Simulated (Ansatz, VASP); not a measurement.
# Cross-check of BaGeSe3 between VASP and Ansatz

One calculation is typed for both programs; each brings its own data sets. How far apart do they land? The cell is generated by rule, not measured, and may not be a known phase. The cell is taken from a series of runs on this material, whose earlier steps may have relaxed, scaled, displaced or heated it; both programs get it as it stands.

Calculated with Ansatz 0.2.0; plane waves, with VASP 6.6.1 beside it; zone-centre phonons at LDA.

The structure was built from a prototype and need not be the compound's stable phase.

## (1) Set-up

It takes space group P4/mmm (No. 123, tetragonal). Conventional cell: a = 5.121 Å, b = 5.121 Å, c = 4.966 Å, α = 90.00°, β = 90.00°, γ = 90.00°. Nearest to Ba lie 12 Se at 3.57 to 3.62 Å. Nearest to Ge lie 6 Se at 2.48 to 2.56 Å. Se has 2 Ge at 2.48 Å and 4 Ba at 3.62 Å nearest. Nearest to Se lie 2 Ge at 2.56 Å and 4 Ba at 3.57 Å. Farther neighbours and most contacts between anions are not listed.

As a file:

```cif
data_structure
_symmetry_space_group_name_H-M 'P4/mmm'
_symmetry_Int_Tables_number 123
_cell_length_a 5.1209
_cell_length_b 5.1209
_cell_length_c 4.9662
_cell_angle_alpha 90.000
_cell_angle_beta 90.000
_cell_angle_gamma 90.000
_cell_volume 130.24
loop_
_atom_site_label
_atom_site_type_symbol
_atom_site_symmetry_multiplicity
_atom_site_Wyckoff_symbol
_atom_site_fract_x
_atom_site_fract_y
_atom_site_fract_z
_atom_site_occupancy
Ba1 Ba 1 a 0.00000 0.00000 0.00000 1
Ge1 Ge 1 d 0.50000 0.50000 0.50000 1
Se1 Se 1 c 0.50000 0.50000 0.00000 1
Se2 Se 2 e 0.50000 0.00000 0.50000 1
```

## (2) Ansatz: zone-centre phonons, LDA

Ansatz runs on its default PAW (the set named soft_2) files.

Second derivatives magnify differences that forces hide, and they need a tight electronic threshold.

The input, input.yaml:

```yaml
crystal:
  lattice:
    - [5.1209474274, 0.0, 0.0]
    - [0.0, 5.1209474274, 0.0]
    - [0.0, 0.0, 4.9662366835]
  atoms:
    - { symbol: Ba, position: [0.0, 0.0, 0.0] }
    - { symbol: Ge, position: [0.5, 0.5, 0.5] }
    - { symbol: Se, position: [0.5, 0.5, 0.0] }
    - { symbol: Se, position: [0.5, 0.0, 0.5] }
    - { symbol: Se, position: [0.0, 0.5, 0.5] }
kpoints:
  mp_grid: { grid: [6, 6, 6] }
hamiltonian:
  xc: lda
scf:
  occupations: { method: methfessel_paxton, width: 0.15 }
output:
  eigenvalues: true
phonons:
  method: dfpt
```

The run is started by

```bash
> ansatz run input.yaml --threads 8 --pin off --max-ram 14336MiB --backend cpu --events-out ev --progress --plain --runs-dir out
```

Numbers of over 12 decimals in the logs are rounded to 6 here.

Log:

```text
zone centre: on kpoints.mp_grid the ground state, and the responses unless they are solved on pairs of k-points, stand on 64 of the mesh's 216 k-points, reduced under 8 symmetry operations, with k and −k counted as one. Each operation leaves every solved displacement unchanged or reverses it
Engine: ansatz 0.2.0, aarch64-unknown-linux-gnu
Pseudopotentials: kind: paw
Pseudopotential: Ba, paw, valence charge 10, recommended cutoff 420 eV (normal), Ba.paw.azcp
Pseudopotential: Ge, paw, valence charge 14, recommended cutoff 420 eV (normal), Ge.paw.azcp
Pseudopotential: Se, paw, valence charge 16, recommended cutoff 420 eV (normal), Se.paw.azcp
Functional definition: SPW92
  exchange = slater_x
  correlation = pw_c
Crystal: 5 atoms, lattice volume = 130.235 Å³
Basis set: ecut = 420 eV, 2553 PW (Γ), exchange–correlation on 72×72×72 points (8 copies of the dense FFT grid, shifted against one another)
Bands: 44, of which v1, the nominal top of the filled ones, is band 36 counted from 1 (35 counted from 0)
Symmetry: 16 space group operations
k-points: 64 of 216 (irreducible under 8 space group operations)
Non-local potential: Ba, projectors of the file, l = 0: 3, l = 1: 2, l = 2: 2, l = 3: 2
Non-local potential: Ge, projectors of the file, l = 0: 2, l = 1: 2, l = 2: 3, l = 3: 1
Non-local potential: Se, projectors of the file, l = 0: 2, l = 1: 2, l = 2: 3, l = 3: 1
PAW form: soft (Blöchl's): semilocal exchange-correlation on the pseudo side does not see the compensation charge
PAW frozen core: Ba, regenerated for the run's functional, and the local potential with it (the file was generated under x = pbe(κ = 0.804, μ = 0.219515), c = pbe(β = 0.066725))
PAW frozen core: Ge, regenerated for the run's functional, and the local potential with it (the file was generated under x = pbe(κ = 0.804, μ = 0.219515), c = pbe(β = 0.066725))
PAW frozen core: Se, regenerated for the run's functional, and the local potential with it (the file was generated under x = pbe(κ = 0.804, μ = 0.219515), c = pbe(β = 0.066725))
PAW one-centre angular grid: Ba, 194 points (default); XC on 64 Gauss nodes
PAW one-centre angular grid: Ge, 590 points (default); XC on 64 Gauss nodes
PAW one-centre angular grid: Se, 590 points (default); XC on 64 Gauss nodes
Initial density: superposition of atomic densities (neutral atoms: chi_scale 0, normalization atom), corrected by the library's trained network
Initial wavefunctions: pseudopotential atomic-orbital guess
Functional: x = slater, c = lda
SCF iter   1: F=—  HF=-26149.175789 eV  |F-HF|=—  |Δ(HF+E_count)|=         —  Δρ=6.16e-3  dr2=4.65e-2  ethr=1.77e-3  ⟨swp⟩=9.4  Hψ=12448  notcnv=0  defer=2
preconditioner: auto → LDOS  [metal: Δε(μ)=0.021 eV  Ē_g=10.660 eV  σ=0.150 eV  W_gap=0.12  n_scr=30 (ndim 8)  ℏωp=17.8 eV  f_vac=0.011  D(μ)=6.63/eV (n_scr^D=72)  β→1.0]
SCF iter   2: F=—  HF=-26149.167791 eV  |F-HF|=—  |Δ(HF+E_count)|=   8.00e-3  S|Δr|=    0.00e0  Δρ=2.13e-3  dr2=9.73e-3  ethr=6.46e-5  ⟨swp⟩=2.9  Hψ=5784  notcnv=0  defer=29
preconditioner: auto → Kerker (q_TF=auto, 2.472 Å⁻¹)  [metal: Δε(μ)=0.034 eV  Ē_g=10.653 eV  σ=0.150 eV  W_gap=0.19  n_scr=30 (ndim 8)  ℏωp=17.8 eV  f_vac=0.008  D(μ)=6.74/eV (n_scr^D=72)  β→0.5]
SCF iter   3: F=—  HF=-26149.164955 eV  |F-HF|=—  |Δ(HF+E_count)|=   2.84e-3  S|Δr|=    0.00e0  Δρ=7.11e-4  dr2=9.56e-4  ethr=1.35e-5  ⟨swp⟩=2.0  Hψ=3943  notcnv=0  defer=29
SCF iter   4: F=—  HF=-26149.164431 eV  |F-HF|=—  |Δ(HF+E_count)|=   5.24e-4  S|Δr|=    0.00e0  Δρ=4.17e-4  dr2=4.89e-4  ethr=1.33e-6  ⟨swp⟩=2.0  Hψ=3861  notcnv=0  defer=29
SCF iter   5: F=—  HF=-26149.164305 eV  |F-HF|=—  |Δ(HF+E_count)|=   1.26e-4  S|Δr|=    0.00e0  Δρ=2.19e-4  dr2=1.76e-4  ethr=6.79e-7  ⟨swp⟩=2.0  Hψ=3605  notcnv=0  defer=29
SCF iter   6: F=—  HF=-26149.164250 eV  |F-HF|=—  |Δ(HF+E_count)|=   5.49e-5  S|Δr|=    0.00e0  Δρ=7.78e-5  dr2=2.91e-5  ethr=2.44e-7  ⟨swp⟩=2.1  Hψ=4984  notcnv=0  defer=29
SCF iter   7: F=—  HF=-26149.164241 eV  |F-HF|=—  |Δ(HF+E_count)|=   8.98e-6  S|Δr|=    0.00e0  Δρ=2.43e-5  dr2=2.16e-6  ethr=4.05e-8  ⟨swp⟩=2.0  Hψ=4997  notcnv=0  defer=29
SCF iter   8: F=—  HF=-26149.164239 eV  |F-HF|=—  |Δ(HF+E_count)|=   1.77e-6  S|Δr|=    0.00e0  Δρ=9.10e-6  dr2=1.61e-7  ethr=3.00e-9  ⟨swp⟩=2.0  Hψ=5000  notcnv=0  defer=29
SCF iter   9: F=—  HF=-26149.164239 eV  |F-HF|=—  |Δ(HF+E_count)|=   2.78e-8  S|Δr|=    0.00e0  Δρ=3.90e-6  dr2=4.14e-8  ethr=2.23e-10  ⟨swp⟩=2.0  Hψ=4804  notcnv=0  defer=29
SCF iter  10: F=—  HF=-26149.164239 eV  |F-HF|=—  |Δ(HF+E_count)|=   1.62e-8  S|Δr|=    0.00e0  Δρ=1.47e-6  dr2=4.16e-9  ethr=5.75e-11  ⟨swp⟩=2.0  Hψ=4994  notcnv=0  defer=29
SCF iter  11: F=—  HF=-26149.164239 eV  |F-HF|=—  |Δ(HF+E_count)|=  2.69e-10  S|Δr|=    0.00e0  Δρ=3.86e-7  dr2=3.01e-10  ethr=5.78e-12  ⟨swp⟩=2.4  Hψ=3918  notcnv=0  defer=29
SCF iter  12: F=—  HF=-26149.164239 eV  |F-HF|=—  |Δ(HF+E_count)|=  5.46e-11  S|Δr|=    0.00e0  Δρ=1.12e-7  dr2=2.48e-11  ethr=1.00e-12  ⟨swp⟩=2.0  Hψ=4648  notcnv=0  defer=29
SCF iter  13: F=-26149.164239 eV  HF=-26149.164239 eV  |F-HF|=1.46e-11  |Δ(HF+E_count)|=  7.28e-12  S|Δr|=    0.00e0  Δρ=5.22e-8  dr2=7.81e-12  ethr=1.00e-12  ⟨swp⟩=11.5  Hψ=14963  notcnv=0
SCF 1 converged in 13 iterations: F = -26149.164239 eV  dr2 = 7.81e-12
  greatest PAW one-centre occupation: 1.000 electrons in one spin orbital (limit 2), on the Se atom at site 2 (counted from 0), in its partial waves of l = 2
DFPT response loops at Γ: preconditioner auto → Kerker (q_TF=auto, 2.472 Å⁻¹) (partly filled bands, converged f_vac=0.006); β = 1.00, the filter's whole step (`scf.mixing.beta` (0.50) is not read by the response loops under this deck's `scf.mixing.preconditioner`; to damp them name `kerker` or `kerker_dos`, under which they read `scf.mixing.beta`, and type it under 1.00, their step now; both keys bind the ground state too); Broyden in place of MSR1
SCF converged after 13 iterations
Stability not checked: this state was not tested for a lower state beside it, because cold or Methfessel-Paxton smearing, or corrected tetrahedra, fill the levels in a way that the test cannot read (fill_not_monotonic; see scf.lower_state_search)
Free energy (F): -26149.164239 eV
Harris-Foulkes:  -26149.164239 eV  (|F-HF|=1.46e-11)
Internal energy: -26149.152728 eV  (E = F + TS)
E sigma→0 (E₀):  -26149.161361 eV
Entropy (-TS):   -0.011512 eV (-2.302 meV/atom)
Fermi energy:    8.380046 eV
--- Per-component energies (eV) ---
  E_band       = -1308.694084
  E_kinetic    = 638.898019
  E_local      = -10796.642818  (includes V_loc(G=0)·N_el)
  E_nonlocal   = -1287.491698
  E_hartree    = 5173.572818
  E_xc         = -554.488968
  E_vxc        = -498.507521  (∫ρ·V_xc dr)
  E_paw        = -12478.162278  (= ΣΔE_a)
  E_vpaw       = 287.905893  (= ΣTr[D̂ρ^β])
  E_aug_tail   = -0.001524  (compensation charges beyond the density's cutoff)
  E_ewald      = -6853.679206
  E_core_change = 8.842929  (= ΣΔE_core)
  E_smearing   = -0.011512  (= −TS)
  E_closure    = 0.000000  (closes the sum)
  Σ components = -26149.164239   (vs F -26149.164239, Δ=0.00e0)
--- Band table (eV; the first three rows and the last of 64) ---
  k-point 0: bands = [... 32 lower, 7.4543, 7.4919, 7.9730, 8.0561, 8.0561, 10.8831, 11.0495, 11.5808, ... 4 higher]
  k-point 1: bands = [... 32 lower, 7.2401, 7.2401, 7.6926, 7.8750, 7.8750, 11.1969, 11.6559, 11.6980, ... 4 higher]
  k-point 2: bands = [... 32 lower, 6.8698, 6.8698, 7.5597, 7.5597, 7.9894, 11.9520, 12.0052, 12.8867, ... 4 higher]
  k-point 63: bands = [... 32 lower, 7.6437, 8.8301, 8.9164, 8.9164, 10.0899, 10.0899, 10.5150, 11.9040, ... 4 higher]
--- Phonons (Γ-DFPT): 9 representative perturbations + reference, on 64 of 216 k-points (Σ response iterations 27) ---
  k mesh reduced under 8 symmetry operations, with k and −k counted as one. Each operation leaves every solved displacement unchanged or reverses it
  ASR residual: 2.816e-5 → 0.000e0 eV/Å²; symmetrization residual: 7.658e-6 eV/Å²
  ASR residual per site (eV/Å²): 2.82e-5 6.00e-6 9.10e-6 2.02e-5 2.02e-5
  Γ frequencies (cm⁻¹): -85.75 -85.75 -55.48 -36.53 -36.53 -33.22 0.00 0.00 0.00 54.40 54.40 54.92 75.78 75.78 148.43
  non-analytic LO–TO correction: not included (Born effective charges unavailable; polar crystals: no LO–TO splitting at Γ)
```

Reading the cycles: dr2 is the Hartree energy of the density residual (eV), the measure of convergence; HF is the Harris–Foulkes estimate of the energy, which meets the free energy F at convergence.

(Part 1 of 3 ends here.)

[Lines on the potential files, build, host, timing and source positions are cut from VASP's logs without a mark.]

[Logs are printed without paths, hosts, clocks, repeated set-up lines and the standing remarks that a program may print on its own settings, such as how far it seeks lower states.]

[Hosts, paths, dates, database ids (printed as entryN), source tags and the programs' standing remarks are cut or masked in the printed files.]
